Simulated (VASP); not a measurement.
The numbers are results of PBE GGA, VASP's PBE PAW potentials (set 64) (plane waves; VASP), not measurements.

A VASP calculation is set up with these files.

POSCAR:
```
Ti16C
41.6120010
  0.1404349407   0.0000000000   0.0000000000
  0.0702174703   0.1216202290   0.0000000000
  0.0000000000   0.0000000000   0.5000000010
Ti C
16 1
Cart
  0.1404348705   0.0422881226   0.1694848091
  0.0702174001   0.0405400358   0.1717845545
  0.1740297181   0.1004761069   0.1694848091
  0.1068400229   0.1004761069   0.1694848091
  0.0000000000   0.0000000000   0.2181161312
  0.0702174703   0.0003314185   0.2225154337
  0.0353957520   0.0606444052   0.2225154337
  0.1050391887   0.0606444052   0.2225154337
  0.1404348705   0.0405607152   0.2782854831
  0.0702174001   0.0405400358   0.2842272979
  0.1755256968   0.1013398106   0.2782854831
  0.1053440442   0.1013398106   0.2782854831
  0.0000000000   0.0000000000   0.3286730760
  0.1404349407   0.1185500680   0.3339151963
  0.1728848385   0.0623451950   0.3339151963
  0.1079850429   0.0623451950   0.3339151963
  0.0702174001   0.0405400358   0.3517701827
```

### INCAR
```
SYSTEM=Ti16C
PREC=Normal; ENCUT=400; LREAL=F
LASPH=T
EDIFF=1E-6; NELM=100; NELMIN=4
ALGO=Normal; LMAXMIX=4
ISMEAR=1; SIGMA=0.1
GGA=PE
LWAVE=F; LCHARG=F; LORBIT=11
LVHAR=T
DIPOL=0.5 0.5 0.5
LDIPOL=T; IDIPOL=3
```

KPOINTS:
```
Automatic mesh
0
Gamma
5 5 1
0 0 0
```

POTCAR, in this order: Ti C (PBE.64 set). Program: vasp_std. Read from the step before: WAVECAR.

Output of the run:

File OUTCAR:
```
 ion  position               nearest neighbor table
   1  0.826  0.348  0.339-   5 2.68   8 2.76   7 2.76   4 2.80   3 2.80   2 2.92   2 2.92   4 3.05
                             3 3.05
   2  0.333  0.333  0.344-   7 2.69   6 2.69   8 2.69   1 2.92   1 2.92   4 2.92   3 2.92   3 2.92
                             4 2.92
   3  0.826  0.826  0.339-   5 2.68   6 2.76   7 2.76   4 2.80   1 2.80   2 2.92   2 2.92   4 3.05
                             1 3.05
   4  0.348  0.826  0.339-   5 2.68   8 2.76   6 2.76   3 2.80   1 2.80   2 2.92   2 2.92   3 3.05
                             1 3.05
   5  0.000  0.000  0.436-   4 2.68   1 2.68   3 2.68   6 2.93   6 2.93   7 2.93   8 2.93   8 2.93
                             7 2.93  12 3.02   9 3.02  11 3.02
   6  0.499  0.003  0.445-   2 2.69   3 2.76   4 2.76  11 2.87  12 2.87   7 2.90   8 2.90   5 2.93
                             5 2.93   7 2.95   8 2.95  10 3.06
   7  0.003  0.499  0.445-   2 2.69   3 2.76   1 2.76  11 2.87   9 2.87   8 2.90   6 2.90   5 2.93
                             5 2.93   8 2.95   6 2.95  10 3.06
   8  0.499  0.499  0.445-   2 2.69   1 2.76   4 2.76   9 2.87  12 2.87   7 2.90   6 2.90   5 2.93
                             5 2.93   7 2.95   6 2.95  10 3.06
   9  0.833  0.334  0.557-  13 2.69  16 2.83  15 2.83   8 2.87   7 2.87  12 2.92  11 2.92  12 2.92
                            11 2.92  10 2.93  10 2.93   5 3.02
  10  0.333  0.333  0.568-  15 2.75  14 2.75  16 2.75   9 2.93   9 2.93  12 2.93  11 2.93  11 2.93
                            12 2.93   7 3.06   6 3.06   8 3.06
  11  0.833  0.833  0.557-  13 2.69  14 2.83  15 2.83   6 2.87   7 2.87  12 2.92   9 2.92  12 2.92
                             9 2.92  10 2.93  10 2.93   5 3.02
  12  0.334  0.833  0.557-  13 2.69  16 2.83  14 2.83   8 2.87   6 2.87  11 2.92   9 2.92  11 2.92
                             9 2.92  10 2.93  10 2.93   5 3.02
  13  0.000  0.000  0.657-  12 2.69   9 2.69  11 2.69  14 2.93  14 2.93  16 2.93  15 2.93  15 2.93
                            16 2.93
  14  0.513  0.975  0.668-  17 1.96  16 2.70  15 2.70  10 2.75  11 2.83  12 2.83  13 2.93  13 2.93
                            15 3.14  16 3.14
  15  0.975  0.513  0.668-  17 1.96  16 2.70  14 2.70  10 2.75  11 2.83   9 2.83  13 2.93  13 2.93
                            16 3.14  14 3.14
  16  0.513  0.513  0.668-  17 1.96  15 2.70  14 2.70  10 2.75   9 2.83  12 2.83  13 2.93  13 2.93
                            15 3.14  14 3.14
  17  0.333  0.333  0.704-  15 1.96  14 1.96  16 1.96
  LATTYP: Found a hexagonal cell.
 ALAT       =     5.8437789937
 C/A-ratio  =     3.5603674547
 Subroutine PRICEL returns:
 Original cell was already a primitive cell.
 Subroutine GETGRP returns: Found  6 space group operations
The static configuration has the point symmetry C_3v.
The dynamic configuration has the point symmetry C_3v.
 Subroutine INISYM returns: Found  6 space group operations
 Subroutine IBZKPT returns following result:
 Found      5 irreducible k-points:

 Following reciprocal coordinates:
            Coordinates               Weight
  0.000000  0.000000  0.000000      1.000000
  0.200000  0.000000  0.000000      6.000000
  0.400000  0.000000  0.000000      6.000000
  0.400000  0.200000  0.000000      6.000000
 -0.400000  0.200000  0.000000      6.000000
   k-points           NKPTS =      5   k-points in BZ     NKDIM =      5   number of bands    NBANDS=     43
   number of dos      NEDOS =    301   number of ions     NIONS =     17
   total plane-waves  NPLWV =  97200
   dimension x,y,z NGX =    30 NGY =   30 NGZ =  108
   dimension x,y,z NGXF=    60 NGYF=   60 NGZF=  216
   ions per type =              16   1
   PREC   = normal    normal or accurate (medium, high low for compatibility)
   ISTART =      1    job   : 0-new  1-cont  2-samecut
   ICHARG =      0    charge: 1-file 2-atom 10-const
   ISPIN  =      1    spin polarized calculation?
   LNONCOLLINEAR =      F non collinear calculations
   LSORBIT =      F    spin-orbit coupling
   INIWAV =      1    electr: 0-lowe 1-rand  2-diag
   ENCUT  =  400.0 eV  29.40 Ry    5.42 a.u.   9.53  9.53 33.93*2*pi/ulx,y,z
   NELM   =    100;   NELMIN=  4; NELMDL=  0     # of ELM steps
   EDIFF  = 0.1E-05   stopping-criterion for ELM
   LREAL  =      F    real-space projection
   NLSPLINE    = F    spline interpolate recip. space projectors
   LMAXMIX     =    4 max onsite mixed and CHGCAR
   VOSKOWN=      0    Vosko Wilk Nusair interpolation
   EDIFFG = 0.1E-04   stopping-criterion for IOM
   NSW    =      0    number of steps for IOM
...
```

### OSZICAR
```
       N       E                     dE             d eps       ncg     rms          rms(c)
DAV:   1    -0.126091724967E+03   -0.12609E+03   -0.83757E-02   820   0.934E-01    0.724E-01
DAV:   2    -0.129321450269E+03   -0.32297E+01   -0.20834E+01   812   0.156E+01    0.115E+01
DAV:   3    -0.126027367288E+03    0.32941E+01   -0.14643E+01   836   0.142E+01    0.930E-01
DAV:   4    -0.126073979303E+03   -0.46612E-01   -0.72967E-01   716   0.264E+00    0.103E-01
DAV:   5    -0.126078107883E+03   -0.41286E-02   -0.45708E-02   700   0.629E-01    0.136E-01
DAV:   6    -0.126078100447E+03    0.74352E-05   -0.56198E-03   708   0.296E-01    0.959E-02
DAV:   7    -0.126077914377E+03    0.18607E-03   -0.32485E-04   716   0.123E-01    0.550E-02
DAV:   8    -0.126077872907E+03    0.41470E-04   -0.36055E-05   724   0.537E-02    0.409E-02
DAV:   9    -0.126077840330E+03    0.32576E-04   -0.13672E-04   684   0.516E-02    0.237E-02
DAV:  10    -0.126077838536E+03    0.17948E-05   -0.13208E-04   676   0.450E-02    0.224E-02
DAV:  11    -0.126077829936E+03    0.85994E-05   -0.76675E-05   660   0.378E-02    0.645E-03
DAV:  12    -0.126077830065E+03   -0.12840E-06   -0.11218E-05   676   0.135E-02    0.659E-03
DAV:  13    -0.126077829459E+03    0.60590E-06   -0.69443E-06   564   0.109E-02
   1 F= -.12607783E+03 E0= -.12607597E+03  d E =-.558308E-02
```

**OUTCAR**
```
------------------------ aborting loop because EDIFF is reached ----------------------------------------
  FORCE on cell =-STRESS in cart. coord.  units (eV):
  Direction    XX          YY          ZZ          XY          YZ          ZX
  --------------------------------------------------------------------------------------
  Total        3.7081995      3.7081997     -0.0753798     -0.0000000      0.0000000      0.0000000
  in kB        9.6553246      9.6553250     -0.1962723     -0.0000000      0.0000000      0.0000000
  external PRESSURE =       6.3714591 kB  Pullay stress =       0.0000000 kB
  volume of cell :      615.33
      direct lattice vectors                 reciprocal lattice vectors
     5.843778893  0.000000000  0.000000000     0.171122149 -0.098797416  0.000000000
     2.921889446  5.060861092  0.000000000     0.000000000  0.197594833  0.000000000
     0.000000000  0.000000000 20.806000542     0.000000000  0.000000000  0.048063057
 POSITION                                       TOTAL-FORCE (eV/Angst)
 -----------------------------------------------------------------------------------
      5.84378      1.75969      7.05260         0.000000     -0.015321     -0.000444
      2.92189      1.68695      7.14830        -0.000000     -0.000000     -0.003401
      7.24172      4.18101      7.05260         0.013269      0.007661     -0.000444
      4.44583      4.18101      7.05260        -0.013269      0.007661     -0.000444
      0.00000      0.00000      9.07625        -0.000000     -0.000000     -0.000698
      2.92189      0.01379      9.25931        -0.000000      0.007945     -0.001774
      1.47289      2.52354      9.25931         0.006881     -0.003972     -0.001774
      4.37089      2.52354      9.25931        -0.006881     -0.003972     -0.001774
      5.84378      1.68781     11.58002        -0.000000      0.010133     -0.000387
      2.92189      1.68695     11.82727        -0.000000     -0.000000     -0.011444
      7.30398      4.21695     11.58002        -0.008776     -0.005067     -0.000387
      4.38358      4.21695     11.58002         0.008776     -0.005067     -0.000387
      0.00000      0.00000     13.67674        -0.000000     -0.000000      0.014554
      5.84378      4.93311     13.89488         0.000000      0.000553      0.000206
      7.19408      2.59431     13.89488         0.000479     -0.000276      0.000206
      4.49347      2.59431     13.89488        -0.000479     -0.000276      0.000206
      2.92189      1.68695     14.63786         0.000000     -0.000000      0.008188
 -----------------------------------------------------------------------------------
    total drift:                                0.000814      0.000469     -0.001184
  FREE ENERGIE OF THE ION-ELECTRON SYSTEM (eV)
  ---------------------------------------------------
  free  energy   TOTEN  =      -126.0778294587 eV

  energy  without entropy=     -126.0722463783  energy(sigma->0) =     -126.07596843

 total charge

# of ion       s       p       d       tot
------------------------------------------
    1        0.570   0.450   2.397   3.417
    2        0.567   0.475   2.393   3.436
    3        0.570   0.450   2.397   3.417
    4        0.570   0.450   2.397   3.417
    5        0.558   0.605   2.432   3.595
    6        0.562   0.618   2.408   3.588
    7        0.562   0.618   2.408   3.588
    8        0.562   0.618   2.408   3.588
    9        0.559   0.613   2.389   3.562
   10        0.530   0.600   2.346   3.476
   11        0.559   0.613   2.389   3.562
   12        0.559   0.613   2.389   3.562
   13        0.556   0.469   2.376   3.400
   14        0.584   0.645   2.555   3.783
   15        0.584   0.645   2.555   3.783
   16        0.584   0.645   2.555   3.783
   17        0.951   1.434   0.000   2.385
--------------------------------------------------
tot          9.987  10.564  38.795  59.346
```
(Selected blocks of OUTCAR.)

At this cut-off the stress carries a Pulay error, which pulls relaxed volumes low.

The cell is a thin slab with vacuum, built from Ti (hcp): (001) face, C adsorbed.
